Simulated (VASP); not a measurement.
Data:

```
GeP3
1.0
    3.49456     2.01759     3.16569
   -3.49456     2.01759     3.16569
    0.00000    -4.03517     3.16569
Ge P
2 6
Cartesian
  0.00000   0.00000   7.00764
  0.00000   0.00000   2.48942
  0.00000  -2.10887   3.71871
  0.00000   2.10887   5.77835
  1.82634   1.05444   3.71871
 -1.82634  -1.05444   5.77835
 -1.82634   1.05444   3.71871
  1.82634  -1.05444   5.77835
```

All values below come from LDA (Ceperley-Alder, Perdew-Zunger), VASP's LDA PAW potentials (set 64) (plane waves; VASP 6.6.1). Settings: 400 eV cut-off, 6×6×6 Γ-centred mesh, first-order Methfessel-Paxton smearing of 0.10 eV, potentials Ge_d P.

Task: Predict the energy per atom (σ→0), band gap (on the k-mesh) with the smallest direct gap where there is one.

Result: 
```yaml
band gap (on the k-mesh): none (metal, semimetal or under 0.01 eV)
energy per atom (σ→0): -566.4 kJ/mol of atoms
```

Total energies compare only between runs with the same potentials, cut-off and functional.

The structure comes from a computed database's GeP3 entry (R-3m); how it stands against other phases isn't given here. It was relaxed first, which changed the volume by -9 %. The start is the result of an earlier pass.
